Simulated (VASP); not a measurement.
A run of VASP 6.6.1 is set up as follows.

Contents of INCAR:

```
  PREC = Accurate
  ENCUT = 600
  EDIFF = 1E-7
  ISMEAR = 0
  SIGMA = 0.1
  LREAL = F
  LASPH = T
  NELM = 100
  ALGO = Fast
  ISIF = 3
  LWAVE = F
  LCHARG = F
  GGA = PE
  IBRION = 2
  NSW = 100
  EDIFFG = -0.01
```

File KPOINTS:

```
regular mesh
0
Gamma
  6 6 6
```

File POSCAR:

```
Te3As4
1.0
    5.8248694383      0.0000000000      0.0000000000
    0.0000000000      5.8248694383      0.0000000000
    0.0000000000      0.0000000000      5.8248694383
Te As
3 4
Direct
    0.0000000000      0.0000000000      0.5000000000
    0.5000000000      0.0000000000      0.0000000000
    0.0000000000      0.5000000000      0.0000000000
    0.3302648760      0.6697351240      0.3302648760
    0.6697351240      0.3302648760      0.3302648760
    0.3302648760      0.3302648760      0.6697351240
    0.6697351240      0.6697351240      0.6697351240
```

Potentials or basis: VASP PAW PBE potentials, release 64 (Te, As).

Command:

```bash
$ cat potpaw_PBE.64/Te/POTCAR potpaw_PBE.64/As/POTCAR > POTCAR
$ mpirun -np 1 vasp_std > vasp.out
```

(1) Predict the relaxed cell.

(2) What does it give for the relaxed volume?

(3) Estimate the space group after relaxing (to 0.05 Å).

(4) What does it give for the band gap on the k mesh?

## Answers

(1) a = 5.806 Å, b = 5.806 Å, c = 5.806 Å, α = 90.00°, β = 90.00°, γ = 90.00°.

(2) 27.96 Å³/atom.

(3) P-43m (No. 215).

(4) none (metal or under the smearing width).
